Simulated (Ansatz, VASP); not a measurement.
# Cross-check of Si3N4 between VASP and Ansatz, part 2 of 3

Aim: how closely do two programs agree when they are given the same cell, functional and k mesh? The cell is taken from a series of runs on this material, whose earlier steps may have relaxed, scaled, displaced or heated it; both programs get it as it stands.

VASP 6.6.1 and Ansatz 0.2.0.

So far: The starting structure; Ansatz: relaxation of cell and atoms, PBE.

## Step 3: VASP: relaxation of cell and atoms, PBE

Level of this step: PBE; plane waves and PAW (Si, N) (VASP).

The same cell, functional and mesh now go to VASP, with its own data sets.

Lines of VASP's logs that name or quote its potential files are left out, and so is its time.

INCAR

```
SYSTEM = Si3N4
PREC = Accurate
ENCUT = 600
EDIFF = 1E-07
NELM = 120
ISMEAR = 0
SIGMA = 0.01
LREAL = .FALSE.
ALGO = Normal
GGA = PE
NBANDS = 46
LORBIT = 11
LWAVE = .FALSE.
LCHARG = .FALSE.
ISIF = 3
IBRION = 2
NSW = 80
EDIFFG = -0.005
LASPH = .TRUE.
GGA_COMPAT = .FALSE.
NELMIN = 4
EFERMI = MIDGAP
KPAR = 4
```

POSCAR

```
Si3N4
1.0
    7.6631800000      0.0000000000      0.0000000000
   -3.8315900000      6.6365080000      0.0000000000
    0.0000000000      0.0000000000      2.9262730000
Si N
6 8
Direct
    0.7689036693      0.1750050843      0.2500000000
    0.5938986853      0.7689037285      0.7500000000
    0.8249950569      0.5938987445      0.2500000000
    0.2310964126      0.8249951161      0.7500000000
    0.4061013967      0.2310964718      0.2500000000
    0.1750050251      0.4061014559      0.7500000000
    0.0308287555      0.3300007723      0.2500000000
    0.7008280834      0.0308288147      0.7500000000
    0.6699993689      0.7008281426      0.2500000000
    0.9691713265      0.6699994281      0.7500000000
    0.2991719986      0.9691713857      0.2500000000
    0.3300007131      0.2991720578      0.7500000000
    0.6666667077      0.3333334335      0.2500000000
    0.3333333743      0.6666667669      0.7500000000
```

KPOINTS

```
Automatic mesh
0
Gamma
3 3 8
0 0 0
```

The projector-augmented-wave data sets are Si and N (PBE family, release 64).

Command:

```bash
$ mpirun -np 4 vasp_std
```

Numbers of over 12 decimals in the logs are rounded to 6 here.

The program printed:

```text
[banner, memory and clock lines left out]
running    4 mpi-ranks, on    1 nodes
 distrk:  each k-point on    1 cores,    4 groups
 distr:  one band on    1 cores,    1 groups

 POSCAR found type information on POSCAR SiN
 POSCAR found :  2 types and      14 ions
 LDA part: xc-table for (Slater+PW92), standard interpolation
 POSCAR, INCAR and KPOINTS ok, starting setup
 FFT: planning ... GRIDC
 FFT: planning ... GRID_SOFT
 FFT: planning ... GRID
 WAVECAR not read
 entering main loop
       N       E                     dE             d eps       ncg     rms          rms(c)
DAV:   1     0.306079891296E+03    0.30608E+03   -0.34337E+04  1388   0.144E+03
DAV:   2    -0.105897124693E+03   -0.41198E+03   -0.39187E+03  1776   0.301E+02
DAV:   3    -0.130579838923E+03   -0.24683E+02   -0.24508E+02  1768   0.774E+01
DAV:   4    -0.130960383810E+03   -0.38054E+00   -0.37933E+00  1728   0.985E+00
DAV:   5    -0.130969366725E+03   -0.89829E-02   -0.89755E-02  1698   0.146E+00    0.289E+01
DAV:   6    -0.114632914591E+03    0.16336E+02   -0.56861E+01  1698   0.315E+01    0.129E+01
DAV:   7    -0.114599429269E+03    0.33485E-01   -0.30825E+00  1744   0.771E+00    0.613E+00
DAV:   8    -0.114553512364E+03    0.45917E-01   -0.15849E-01  1664   0.204E+00    0.224E+00
DAV:   9    -0.114552992648E+03    0.51972E-03   -0.36056E-02  1696   0.980E-01    0.318E-01
DAV:  10    -0.114554833014E+03   -0.18404E-02   -0.43270E-03  1610   0.280E-01    0.180E-01
DAV:  11    -0.114555581661E+03   -0.74865E-03   -0.10171E-03  1580   0.166E-01    0.303E-02
DAV:  12    -0.114555622717E+03   -0.41056E-04   -0.60323E-05  1706   0.413E-02    0.116E-02
DAV:  13    -0.114555641475E+03   -0.18758E-04   -0.18375E-05  1572   0.204E-02    0.508E-03
DAV:  14    -0.114555645453E+03   -0.39785E-05   -0.35623E-06  1680   0.976E-03    0.309E-03
DAV:  15    -0.114555646081E+03   -0.62791E-06   -0.15646E-06  1564   0.512E-03    0.194E-03
DAV:  16    -0.114555646029E+03    0.52256E-07   -0.90783E-08  1280   0.167E-03
   1 F= -.11455565E+03 E0= -.11455565E+03  d E =-.114556E+03
 curvature:   0.00 expect dE= 0.000E+00 dE for cont linesearch  0.000E+00
 trial: gam= 0.00000 g(F)=  0.527E-05 g(S)=  0.102E-02 ort = 0.000E+00 (trialstep = 0.100E+01)
 search vector abs. value=  0.103E-02
 bond charge predicted
       N       E                     dE             d eps       ncg     rms          rms(c)
DAV:   1    -0.114556988580E+03   -0.13425E-02   -0.40422E-02  1584   0.102E+00    0.300E-01
DAV:   2    -0.114555582776E+03    0.14058E-02   -0.39037E-03  1608   0.274E-01    0.962E-02
DAV:   3    -0.114555513425E+03    0.69351E-04   -0.48708E-04  1676   0.973E-02    0.327E-02
DAV:   4    -0.114555497818E+03    0.15607E-04   -0.35142E-05  1682   0.264E-02    0.166E-02
DAV:   5    -0.114555495676E+03    0.21421E-05   -0.50004E-06  1656   0.944E-03    0.701E-03
DAV:   6    -0.114555496657E+03   -0.98090E-06   -0.14058E-06  1610   0.571E-03    0.158E-03
DAV:   7    -0.114555496789E+03   -0.13226E-06   -0.12590E-07   994   0.173E-03    0.535E-04
DAV:   8    -0.114555496801E+03   -0.12299E-07   -0.32924E-08   942   0.940E-04
   2 F= -.11455550E+03 E0= -.11455550E+03  d E =0.149228E-03
 trial-energy change:    0.000149  1 .order    0.000165   -0.001030    0.001361
 step:   0.4408(harm=  0.4308)  dis= 0.00007  next Energy=  -114.555874 (dE=-0.228E-03)
 bond charge predicted
       N       E                     dE             d eps       ncg     rms          rms(c)
DAV:   1    -0.114556359881E+03   -0.86309E-03   -0.12636E-02  1584   0.569E-01    0.168E-01
DAV:   2    -0.114555909996E+03    0.44988E-03   -0.12249E-03  1608   0.154E-01    0.538E-02
DAV:   3    -0.114555884494E+03    0.25502E-04   -0.15182E-04  1684   0.543E-02    0.184E-02
DAV:   4    -0.114555878327E+03    0.61664E-05   -0.11043E-05  1670   0.148E-02    0.928E-03
DAV:   5    -0.114555875792E+03    0.25354E-05   -0.15677E-06  1642   0.528E-03    0.388E-03
DAV:   6    -0.114555875000E+03    0.79237E-06   -0.42350E-07  1460   0.316E-03    0.803E-04
DAV:   7    -0.114555874906E+03    0.94167E-07   -0.38020E-08   888   0.100E-03
   3 F= -.11455587E+03 E0= -.11455587E+03  d E =-.228877E-03
 curvature:  -0.22 expect dE=-0.404E-06 dE for cont linesearch -0.141E-06
 trial: gam= 0.00000 g(F)=  0.117E-05 g(S)=  0.708E-06 ort =-0.260E-04 (trialstep = 0.888E+00)
 search vector abs. value=  0.187E-05
 reached required accuracy - stopping structural energy minimisation
```

From OUTCAR (step 3):

```text
ion  position               nearest neighbor table
   1  0.769  0.175  0.250-  13 1.74   7 1.75   8 1.75   8 1.75   3 3.02   5 3.02   2 3.07   2 3.07
                             6 3.07   6 3.07
   2  0.594  0.769  0.750-  14 1.74   8 1.75   9 1.75   9 1.75   6 3.02   4 3.02   1 3.07   1 3.07
                             3 3.07   3 3.07
   3  0.825  0.594  0.250-  13 1.74   9 1.75  10 1.75  10 1.75   1 3.02   5 3.02   4 3.07   4 3.07
                             2 3.07   2 3.07
   4  0.231  0.825  0.750-  14 1.74  10 1.75  11 1.75  11 1.75   6 3.02   2 3.02   5 3.07   5 3.07
                             3 3.07   3 3.07
   5  0.406  0.231  0.250-  13 1.74  11 1.75  12 1.75  12 1.75   3 3.02   1 3.02   4 3.07   4 3.07
                             6 3.07   6 3.07
   6  0.175  0.406  0.750-  14 1.74  12 1.75   7 1.75   7 1.75   4 3.02   2 3.02   1 3.07   1 3.07
                             5 3.07   5 3.07
   7  0.031  0.330  0.250-   1 1.75   6 1.75   6 1.75
   8  0.701  0.031  0.750-   2 1.75   1 1.75   1 1.75
   9  0.670  0.701  0.250-   3 1.75   2 1.75   2 1.75
  10  0.969  0.670  0.750-   4 1.75   3 1.75   3 1.75
  11  0.299  0.969  0.250-   5 1.75   4 1.75   4 1.75
  12  0.330  0.299  0.750-   6 1.75   5 1.75   5 1.75
  13  0.667  0.333  0.250-   3 1.74   1 1.74   5 1.74
  14  0.333  0.667  0.750-   6 1.74   4 1.74   2 1.74

  LATTYP: Found a hexagonal cell.
 ALAT       =     7.6631800000
 C/A-ratio  =     0.3818614466

 Subroutine GETGRP returns: Found 12 space group operations
 (whereof  6 operations were pure point group operations)

The static configuration has the point symmetry S_6 .
 The point group associated with its full space group is C_6h.

 Found     15 irreducible k-points:

   k-points           NKPTS =     15   k-points in BZ     NKDIM =     15   number of bands    NBANDS=     46

   dimension x,y,z NGX =    64 NGY =   64 NGZ =   24
   dimension x,y,z NGXF=   128 NGYF=  128 NGZF=   48

   ENCUT  =  600.0 eV  44.10 Ry    6.64 a.u.  15.31 15.31  5.84*2*pi/ulx,y,z

   NELECT =      64.0000    total number of electrons

 k-points in reciprocal lattice and weights: Automatic mesh
   0.00000000  0.00000000  0.00000000       0.014
   0.33333333 -0.00000000  0.00000000       0.083
   0.33333333  0.33333333  0.00000000       0.028
   0.00000000  0.00000000  0.12500000       0.028
   0.33333333 -0.00000000  0.12500000       0.167
   0.33333333  0.33333333  0.12500000       0.056
   0.00000000  0.00000000  0.25000000       0.028
   0.33333333 -0.00000000  0.25000000       0.167
   0.33333333  0.33333333  0.25000000       0.056
[...]
0.33333333 -0.00000000  0.50000000       0.083
   0.33333333  0.33333333  0.50000000       0.028

 average (electrostatic) potential at core
       1 -82.5750       2 -82.5750       3 -82.5750       4 -82.5750       5 -82.5750
       6 -82.5750       7 -61.0787       8 -61.0787       9 -61.0787      10 -61.0787
      11 -61.0787      12 -61.0787      13 -60.7489      14 -60.7489

 E-fermi :   8.6751

 k-point     1 :       0.0000    0.0000    0.0000
  band No.  band energies     occupation
    ...
     28       5.2890      2.00000
     29       5.2890      2.00000
     30       6.1059      2.00000
     31       6.1589      2.00000
     32       6.3615      2.00000
     33      10.8099      0.00000
     34      11.1579      0.00000
     35      11.3402      0.00000
     36      11.3402      0.00000
     37      11.6393      0.00000
    ...

 k-point     2 :       0.3333   -0.0000    0.0000
  band No.  band energies     occupation
    ...
     28       4.9454      2.00000
     29       5.2263      2.00000
     30       5.8967      2.00000
     31       6.1903      2.00000
     32       6.3313      2.00000
     33      11.0379      0.00000
     34      11.1443      0.00000
     35      11.3806      0.00000
     36      11.6049      0.00000
     37      11.9900      0.00000
    ...

 k-point     3 :       0.3333    0.3333    0.0000
  band No.  band energies     occupation
    ...
     28       4.9864      2.00000
     29       5.4283      2.00000
     30       5.4283      2.00000
     31       6.2748      2.00000
     32       6.2748      2.00000
     33      11.1611      0.00000
     34      11.3135      0.00000
     35      11.3135      0.00000
     36      12.0135      0.00000
     37      12.0135      0.00000
    ...

  Total        0.0084032      0.0084032      0.0080220     -0.0000000      0.0000000      0.0000000
  in kB        0.0905972      0.0905972      0.0864869     -0.0000005      0.0000000      0.0000000
  external PRESSURE =       0.0892271 kB  Pullay stress =       0.0000000 kB

  energy-cutoff  :      600.00
  volume of cell :      148.61
      direct lattice vectors                 reciprocal lattice vectors
     7.659666141  0.000000000  0.000000000     0.130553993  0.075375389  0.000000000
    -3.829833071  6.633464910  0.000000000    -0.000000000  0.150750779  0.000000000
     0.000000000 -0.000000000  2.924764225     0.000000000 -0.000000000  0.341907902

 POSITION                                       TOTAL-FORCE (eV/Angst)
 -----------------------------------------------------------------------------------
      5.21935      1.16094      0.73119         0.000110     -0.000715      0.000000
      1.60427      5.10056      2.19357         0.000674     -0.000262      0.000000
      4.04458      3.93962      0.73119         0.000564      0.000453      0.000000
     -1.38952      5.47252      2.19357        -0.000110      0.000715      0.000000
      2.22556      1.53290      0.73119        -0.000674      0.000262      0.000000
     -0.21475      2.69384      2.19357        -0.000564     -0.000453     -0.000000
     -1.02774      2.18900      0.73119        -0.001567     -0.001025      0.000000
      5.25006      0.20445      2.19357         0.000105     -0.001870      0.000000
      2.44797      4.64891      0.73119         0.001671     -0.000844      0.000000
      4.85757      4.44446      2.19357         0.001567      0.001025      0.000000
     -1.42023      6.42901      0.73119        -0.000105      0.001870      0.000000
      1.38186      1.98455      2.19357        -0.001671      0.000844      0.000000
      3.82983      2.21116      0.73119         0.000000      0.000000      0.000000
     -0.00000      4.42231      2.19357        -0.000000      0.000000      0.000000
 -----------------------------------------------------------------------------------
    total drift:                                0.000277     -0.002375     -0.000035

  FREE ENERGIE OF THE ION-ELECTRON SYSTEM (eV)
  ---------------------------------------------------
  free  energy   TOTEN  =      -114.5558749055 eV

  energy  without entropy=     -114.5558749055  energy(sigma->0) =     -114.55587491

 reached required accuracy - stopping structural energy minimisation

 total charge
# of ion       s       p       d       tot
------------------------------------------
    1        0.673   0.959   0.000   1.631
    2        0.673   0.959   0.000   1.631
    3        0.673   0.959   0.000   1.631
    4        0.673   0.959   0.000   1.631
    5        0.673   0.959   0.000   1.631
    6        0.673   0.959   0.000   1.631
    7        1.215   2.708   0.000   3.923
    8        1.215   2.708   0.000   3.923
    9        1.215   2.708   0.000   3.923
   10        1.215   2.708   0.000   3.923
   11        1.215   2.708   0.000   3.923
   12        1.215   2.708   0.000   3.923
   13        1.218   2.717   0.000   3.936
   14        1.218   2.717   0.000   3.936
--------------------------------------------------
tot         13.764  27.434   0.000  41.198

[... 3 further parts left out ...]
```

CONTCAR:

```
Si3N4
   1.00000000000000
     7.6596661414307539    0.0000000004853428    0.0000000000000000
    -3.8298330711356963    6.6334649097328331    0.0000000000000000
     0.0000000000000000   -0.0000000000000000    2.9247642247112640
  Si              N
     6     8
Direct
     0.7689140041452426    0.1750128091890143    0.2500000000000000
     0.5939012952562226    0.7689140633452418    0.7500000000000000
     0.8249873320109852    0.5939013544562269    0.2500000000000000
     0.2310860777547624    0.8249873912109810    0.7500000000000000
     0.4060987867437771    0.2310861369547588    0.2500000000000000
     0.1750127499890145    0.4060988459437754    0.7500000000000000
     0.0308211275710627    0.3299938584832686    0.2500000000000000
     0.7008273692877831    0.0308211867710596    0.7500000000000000
     0.6700062827167274    0.7008274284877887    0.2500000000000000
     0.9691789544289441    0.6700063419167267    0.7500000000000000
     0.2991727127122166    0.9691790136289428    0.2500000000000000
     0.3299937992832724    0.2991727719122137    0.7500000000000000
     0.6666667077000028    0.3333334335000018    0.2500000000000000
     0.3333333742999969    0.6666667669000006    0.7500000000000000
```

The run keeps the 12 symmetry operations of its start, so it cannot find a distortion of lower symmetry.

## Step 4: Side by side

Known differences besides the potentials themselves: fixed occupations in Ansatz, narrow Gaussian smearing in VASP; the cutoff is 420 eV in Ansatz and 600 eV in VASP. Total energies have different zeros and are not compared.

Compared:

| quantity | Ansatz | VASP | difference |
| --- | --- | --- | --- |
| volume (Å³) | 148.82 | 148.61 | +0.14 % |
| edge a after relaxation, in the typed setting (Å) | 7.663 | 7.660 | +0.05 % |
| edge c after relaxation, in the typed setting (Å) | 2.926 | 2.925 | +0.05 % |

[end of part 2 of 3]

[Lines on the potential files, build, host, timing and source positions are cut from VASP's logs without a mark.]

[Logs are printed without paths, hosts, clocks, repeated set-up lines and the standing remarks that a program may print on its own settings, such as how far it seeks lower states.]

[Hosts, paths, dates, database ids (printed as entryN), source tags and the programs' standing remarks are cut or masked in the printed files.]
